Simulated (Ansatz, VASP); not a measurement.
**Cross-check of HfSi between VASP and Ansatz**

Aim: how closely do two programs agree when they are given the same cell, functional and k mesh? The cell is generated by rule, not measured, and may not be a known phase. The cell is taken from a series of runs on this material, whose earlier steps may have relaxed, scaled, displaced or heated it; both programs get it as it stands.

Main program and level: Ansatz 0.2.0; plane waves, with VASP 6.6.1 beside it; relaxation of cell and atoms at r2SCAN.

### 1. The starting structure

Symmetry: F-43m, No. 216, cubic system. The conventional cell has a = 6.048 Å, b = 6.048 Å, c = 6.048 Å, α = 90.00°, β = 90.00°, γ = 90.00°. Nearest to Hf lie 4 Si at 2.62 Å. Nearest to Si lie 4 Hf at 2.62 Å. Farther neighbours are not listed.

As a file:

```cif
data_structure
_symmetry_space_group_name_H-M 'P 1'
_symmetry_Int_Tables_number 1
_cell_length_a 4.2767
_cell_length_b 4.2767
_cell_length_c 4.2767
_cell_angle_alpha 60.000
_cell_angle_beta 60.000
_cell_angle_gamma 60.000
_cell_volume 55.31
loop_
_atom_site_label
_atom_site_type_symbol
_atom_site_fract_x
_atom_site_fract_y
_atom_site_fract_z
_atom_site_occupancy
Hf1 Hf 0.00000 0.00000 0.00000 1
Si2 Si 0.25000 0.25000 0.25000 1
```

### 2. Ansatz: relaxation of cell and atoms, r2SCAN, pair 1

Ansatz runs on its default PAW (the set named soft_2) files.

The relaxed volume is the usual yardstick between codes: in a stiff, nearly cubic crystal its relative difference is about their pressure difference at one cell divided by the bulk modulus.

File input.yaml:

```yaml
crystal:
  lattice:
    - [0.0, 3.0240707983, 3.0240707983]
    - [3.0240707983, 0.0, 3.0240707983]
    - [3.0240707983, 3.0240707983, 0.0]
  atoms:
    - { symbol: Hf, position: [0.0, 0.0, 0.0] }
    - { symbol: Si, position: [0.25, 0.25, 0.25] }
kpoints:
  mp_grid: { grid: [12, 12, 12] }
hamiltonian:
  xc: r2scan
scf:
  occupations: { method: fixed }
output:
  forces: true
  stress: true
  eigenvalues: true
relax:
  adjacent_minimum: "off"
  f_tol: 0.001
  max_steps: 60
  cell: { stress_tol: 0.01 }
```

Started as:

```
> ansatz run input.yaml --threads 4 --pin off --max-ram 7168MiB --backend cpu --events-out ev --progress --plain --runs-dir out
```

Numbers of over 12 decimals in the logs are rounded to 6 here.

Output:

```text
Engine: ansatz 0.2.0, x86_64-unknown-linux-gnu
Pseudopotentials: kind: paw
Pseudopotential: Hf, paw, valence charge 26, recommended cutoff 500 eV (meta_gga), Hf.paw.azcp
Pseudopotential: Si, paw, valence charge 4, recommended cutoff 500 eV (meta_gga), Si.paw.azcp
Functional definition: r2SCAN
  parameter k0 = 0.174
  parameter k1 = 0.065
  parameter a1 = 4.9479
  exchange = r2scan_x(k0 = k0, k1 = k1, a1 = a1)
  correlation = r2scan_c
Crystal: 2 atoms, lattice volume = 55.310 Å³
Basis set: ecut = 500 eV, 1411 PW (Γ), exchange–correlation on 128×128×128 points (64 copies of the dense FFT grid, shifted against one another)
Bands: 19, of which v1, the nominal top of the filled ones, is band 15 counted from 1 (14 counted from 0)
Symmetry: 24 space group operations
Space group: F-43m (ITA 216), of the structure as read, at distance tolerance 3.8e-5 Å
k-points: 72 of 1728 (time reversal used)
Non-local potential: Hf, projectors of the file, l = 0: 3, l = 1: 2, l = 2: 2, l = 3: 3
Non-local potential: Si, projectors of the file, l = 0: 2, l = 1: 2, l = 2: 2
PAW form: soft (Blöchl's): semilocal exchange-correlation on the pseudo side does not see the compensation charge
PAW frozen core: Hf, regenerated for the run's functional (the file was generated under x = pbe(κ = 0.804, μ = 0.219515), c = pbe(β = 0.066725))
PAW frozen core: Si, regenerated for the run's functional (the file was generated under x = pbe(κ = 0.804, μ = 0.219515), c = pbe(β = 0.066725))
PAW one-centre angular grid: Hf, 974 points (default); XC on 160 Gauss nodes
PAW one-centre angular grid: Si, 302 points (default); XC on 160 Gauss nodes
Initial density: superposition of atomic densities (neutral atoms: chi_scale 0, normalization atom), corrected by the library's trained network
Initial wavefunctions: pseudopotential atomic-orbital guess
Functional: x = r2scan, c = r2scan; τ floored in thin density (d = 2e-4 eV/Å³)
SCF iter   1: F=—  HF=-16371.208820 eV  |F-HF|=—  |Δ(HF+E_count)|=         —  Δρ=7.25e-3  dr2=3.86e-2  dr2_τ=3.27e-2  ethr=1.77e-3  ⟨swp⟩=5.0  Hψ=5497  notcnv=0  defer=128
preconditioner: auto → none  [insulator: Δε(μ)=0.372 eV  Ē_g=11.971 eV  n_scr=14 (ndim 8)  ℏωp=23.4 eV  f_vac=0.005  ε∞_Penn≈4.8]
SCF iter   2: F=—  HF=-16371.202969 eV  |F-HF|=—  |Δ(HF+E_count)|=   5.85e-3  Δρ=3.20e-3  dr2=5.04e-3  dr2_τ=1.26e-3  ethr=1.29e-4  ⟨swp⟩=2.0  Hψ=3171  notcnv=0  defer=141
SCF iter   3: F=—  HF=-16371.202427 eV  |F-HF|=—  |Δ(HF+E_count)|=   5.41e-4  Δρ=1.64e-3  dr2=1.20e-3  dr2_τ=1.74e-4  ethr=1.68e-5  ⟨swp⟩=2.1  Hψ=2603  notcnv=0  defer=142
SCF iter   4: F=—  HF=-16371.202647 eV  |F-HF|=—  |Δ(HF+E_count)|=   2.20e-4  Δρ=7.66e-4  dr2=3.68e-4  dr2_τ=2.00e-5  ethr=4.01e-6  ⟨swp⟩=3.0  Hψ=2521  notcnv=0  defer=143
SCF iter   5: F=—  HF=-16371.202686 eV  |F-HF|=—  |Δ(HF+E_count)|=   3.86e-5  Δρ=1.45e-4  dr2=9.93e-6  dr2_τ=8.76e-7  ethr=1.23e-6  ⟨swp⟩=2.0  Hψ=1704  notcnv=0  defer=124
SCF iter   6: F=—  HF=-16371.202691 eV  |F-HF|=—  |Δ(HF+E_count)|=   5.26e-6  Δρ=2.46e-5  dr2=1.46e-7  dr2_τ=2.24e-8  ethr=3.31e-8  ⟨swp⟩=2.4  Hψ=2265  notcnv=0  defer=4
SCF iter   7: F=-16371.202691 eV  HF=-16371.202691 eV  |F-HF|=3.29e-9  |Δ(HF+E_count)|=   2.46e-7  Δρ=2.77e-6  dr2=4.35e-9  dr2_τ=2.60e-10  ethr=3.33e-10  ⟨swp⟩=6.1  Hψ=6461  notcnv=0
SCF 1 converged in 7 iterations: F = -16371.202691 eV  dr2 = 4.35e-9
  greatest PAW one-centre occupation: 0.998 electrons in one spin orbital (limit 2), on the Hf atom at site 0 (counted from 0), in its partial waves of l = 3
relax step   1: F+E_penalty+E_count = -16371.20269149 eV  Δ(F+E_penalty+E_count) = +0.000e0 eV  max|allowed force component| = 1.133e-16 eV/Å  Δτ_max = 0.0000 Å  P = +0.000 GPa  Ω = 55.310 Å³  (7 SCF iters, dr2 threshold 1.00e-7 eV, accepted)
Initial density: handed on by an earlier stage of this run
Initial wavefunctions: pseudopotential atomic-orbital guess (no wavefunctions were taken with the density)
iter 1 solved again at ethr=7.70e-8 eV; its pass at ethr=3.10e-3 eV (dr2=2.31e-5 eV) is discarded
SCF iter   1: F=—  HF=-16371.202691 eV  |F-HF|=—  |Δ(HF+E_count)|=         —  Δρ=2.78e-6  dr2=4.42e-9  dr2_τ=2.62e-10  ethr=7.70e-8  ⟨swp⟩=3.7  Hψ=9516  notcnv=0  defer=143
eigensolver tolerance schedule: the retry pair's looser diagonalisation over-reported the residual by 5222.79 of it (diagonalisation noise at 0.15 of the residual, at the tolerance the schedule requests for it); recorded, not acted on — ethr = c·dr2/N_el stays at c = 1.0e-1
preconditioner: auto → none  [insulator: Δε(μ)=0.316 eV  Ē_g=11.689 eV  n_scr=14 (ndim 8)  ℏωp=23.4 eV  f_vac=0.017  ε∞_Penn≈5.0]
SCF iter   2: F=—  HF=-16371.202691 eV  |F-HF|=—  |Δ(HF+E_count)|=   1.55e-7  Δρ=1.50e-6  dr2=7.07e-10  dr2_τ=5.95e-11  ethr=1.47e-11  ⟨swp⟩=2.8  Hψ=2854  notcnv=0  defer=60
SCF iter   3: F=—  HF=-16371.202691 eV  |F-HF|=—  |Δ(HF+E_count)|=  4.42e-10  Δρ=6.92e-7  dr2=1.52e-10  dr2_τ=1.51e-11  ethr=2.36e-12  ⟨swp⟩=2.0  Hψ=2367  notcnv=0  defer=60
SCF iter   4: F=—  HF=-16371.202691 eV  |F-HF|=—  |Δ(HF+E_count)|=  2.71e-10  Δρ=4.17e-7  dr2=1.13e-10  dr2_τ=1.27e-11  ethr=5.07e-13 (applied; sched 1.00e-12)  ⟨swp⟩=2.0  Hψ=2374  notcnv=0  defer=60
SCF iter   5: F=—  HF=-16371.202691 eV  |F-HF|=—  |Δ(HF+E_count)|=  7.28e-12  Δρ=8.69e-8  dr2=2.96e-12  dr2_τ=1.24e-13  ethr=3.77e-13 (applied; sched 1.00e-12)  ⟨swp⟩=3.0  Hψ=2440  notcnv=0  defer=60
SCF iter   6: F=-16371.202691 eV  HF=-16371.202691 eV  |F-HF|=9.09e-12  |Δ(HF+E_count)|=  5.46e-12  Δρ=1.83e-8  dr2=1.56e-13  dr2_τ=4.95e-15  ethr=1.00e-12  ⟨swp⟩=7.6  Hψ=6557  notcnv=0
SCF 2 converged in 6 iterations: F = -16371.202691 eV  dr2 = 1.56e-13
relax step   2: F+E_penalty+E_count = -16371.20269149 eV  Δ(F+E_penalty+E_count) = -3.523e-9 eV  max|allowed force component| = 1.596e-16 eV/Å  Δτ_max = 0.0000 Å  P = +0.000 GPa  Ω = 55.310 Å³  stress off target by 1.46e-4 GPa  SCF on the basis re-selected at this cell (its energy is not comparable with the rows above)  (6 SCF iters)
basis re-selected at this cell: Δ(F+E_penalty+E_count) = -3.523e-9 eV, ΔP = -0.000 GPa vs the last step (what re-selecting the basis moved, of the pressure what is left beyond the Pulay correction that the steps carried, after the strain that the cell walked since its last selection, with what the two solves' SCF thresholds leave and, on support functions, any second-order correction that the steps lacked; it is no m [...]
SCF converged after 6 iterations
Free energy (F): -16371.202691 eV
Harris-Foulkes:  -16371.202691 eV  (|F-HF|=9.09e-12)
Internal energy: -16371.202691 eV  (E = F + TS)
E sigma→0 (E₀):  -16371.202691 eV
Fermi energy:    8.785056 eV
--- Per-component energies (eV) ---
  E_band       = -250.736491
  E_kinetic    = 460.392256
  E_local      = -7074.748077  (includes V_loc(G=0)·N_el)
  E_nonlocal   = -1222.769534
  E_hartree    = 3244.316960
  E_xc         = -332.719620
  E_vxc        = -339.564295  (∫ρ·V_xc dr)
  E_paw        = -7470.483058  (= ΣΔE_a)
  E_vpaw       = 1421.216964  (= ΣTr[D̂ρ^β])
  E_aug_tail   = 0.000004  (compensation charges beyond the density's cutoff)
  E_vtau       = 16.102260  (kinetic-family band-sum trace: ∫τ·v_τ [+ j·A + Jᵃ·Aᵃ] dr)
  E_ewald      = -3975.436712
  E_core_change = 0.245089  (= ΣΔE_core)
  E_smearing   = -0.000000  (= −TS)
  E_closure    = 0.000000  (closes the sum)
  Σ components = -16371.202691   (vs F -16371.202691, Δ=0.00e0)
--- Forces (eV/Å), atoms counted from 1 ---
  atom   1  Hf     0.00000000    -0.00000000    -0.00000000
  atom   2  Si     0.00000000    -0.00000000    -0.00000000
  max |Σ_I F_I| component: 4.95e-16 eV/Å
--- Stress (GPa, compression-positive) ---
        0.000146      -0.000000      -0.000000
        0.000000       0.000146       0.000000
       -0.000000       0.000000       0.000146
  P = ⅓ Tr σ = 0.0001 GPa (0.001 kbar)
--- Band table (eV; the first three rows and the last of 72) ---
  k-point 0: bands = [... 11 lower, 0.3941, 7.5276, 7.5276, 7.5276, 10.8311, 10.8311, 13.5700, 16.0765]
  k-point 1: bands = [... 11 lower, 0.4724, 7.4024, 7.5644, 7.5644, 10.7913, 10.7913, 13.8014, 15.5972]
  k-point 2: bands = [... 11 lower, 0.6967, 7.0921, 7.6599, 7.6599, 10.7216, 10.7216, 14.1530, 14.7240]
  k-point 71: bands = [... 11 lower, 2.4446, 6.7510, 6.8445, 8.6358, 9.1925, 10.8003, 11.6290, 12.5080]
--- Relaxed structure (1 steps of the walk, 1 accepted, 1 SCFs on fresh bases) ---
  F+E_penalty+E_count = -16371.20269149 eV   max|allowed force component| = 1.596e-16 eV/Å   (the final SCF, on the basis selected at the relaxed cell)
  cell:  # Å, volume = 55.3103 Å³
    - [0.0, 3.0240707983, 3.0240707983]
    - [3.0240707983, 0.0, 3.0240707983]
    - [3.0240707983, 3.0240707983, 0.0]
  atoms:
    - { symbol: Hf, position: [0.0, 0.0, 0.0] }
    - { symbol: Si, position: [0.25, 0.25, 0.25] }
```

Reading the cycles: dr2 is the Hartree energy of the density residual (eV), the measure of convergence; HF is the Harris–Foulkes estimate of the energy, which meets the free energy F at convergence.

(Part 1 of 2 ends here.)

[Lines on the potential files, build, host, timing and source positions are cut from VASP's logs without a mark.]

[Logs are printed without paths, hosts, clocks, repeated set-up lines and the standing remarks that a program may print on its own settings, such as how far it seeks lower states.]

[Hosts, paths, dates, database ids (printed as entryN), source tags and the programs' standing remarks are cut or masked in the printed files.]
